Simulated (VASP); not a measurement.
Te2Pb:

```xyz
3
Lattice="2.1270 1.2280 6.2642 -2.1270 1.2280 6.2642 0.0000 -2.4560 6.2642" Properties=species:S:1:pos:R:3 pbc="T T T"
Pb    0.0000    0.0000    0.0000
Te    0.0000    0.0000    4.3176
Te    0.0000    0.0000   14.4750
```

The cell was built by a generator and needn't be a form met in nature.

Base run:

* Program: VASP 6.6.1
* Functional: r2SCAN
* Potentials or basis: VASP PAW PBE potentials, release 64 (Pb_d, Te)
* Cutoff: 520 eV
* k mesh: 6 × 6 × 6
* Occupations: fermi-dirac, width 0.02 eV
* Spin: no spin polarisation

Its results: band gap on the k mesh none (metal or under the smearing width); pressure 0.9 GPa; largest force 0.007 eV/Å.

**Question.** The run is repeated on the same cell with these changes: functional from r2SCAN to HSE06; k mesh from 6 × 6 × 6 to 4 × 4 × 4. What comes out?

**Answer.** Band gap on the k mesh none (metal or under the smearing width); pressure -0.3 GPa; largest force 0.087 eV/Å.

Several settings changed at once, so the effect can't be laid on one alone.

Caveats: some runs use coarse meshes; the PAW data sets were made with another functional, which shifts forces and pressure a little.
